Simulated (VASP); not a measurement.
KF (rock salt) is relaxed at rising pressure, each step from the one before. Symmetry mostly holds the structure type, and other phases were not tried. The mesh follows the cell, and a change of mesh leaves a small step in the series.

Given:

```
KF
1.0
    0.00000     2.58585     2.58585
    2.58585     0.00000     2.58585
    2.58585     2.58585     0.00000
K F
1 1
Direct
  0.00000   0.00000   0.00000
  0.50000   0.50000   0.50000
```

Computed with LDA (Ceperley-Alder, Perdew-Zunger), VASP's LDA PAW potentials (set 64) (plane waves; VASP). Numerical set-up: 620 eV cut-off, 9×9×9 Γ-centred mesh, Gaussian smearing of 0.050 eV, potentials K_sv F.

```csv
P (GPa),V (Å³/atom),H − H(0) (eV/atom),space group,k-mesh
0,17.29,0.000,Fm-3m,9×9×9
5,15.78,0.516,Fm-3m,9×9×9
10,14.80,0.994,Fm-3m,9×9×9
20,13.53,1.879,Fm-3m,10×10×10
30,?,?,Fm-3m,10×10×10
45,?,?,Fm-3m,10×10×10
```

**Question.** Complete the blanks.

**Answer.** 
- 45, V (Å³/atom): 11.75
- 45, H − H(0) (eV/atom): 3.840
- 30, V (Å³/atom): 12.67
- 30, H − H(0) (eV/atom): 2.697

Pressures at which the relaxation failed are left out.

The compound is KF in the rock salt structure.
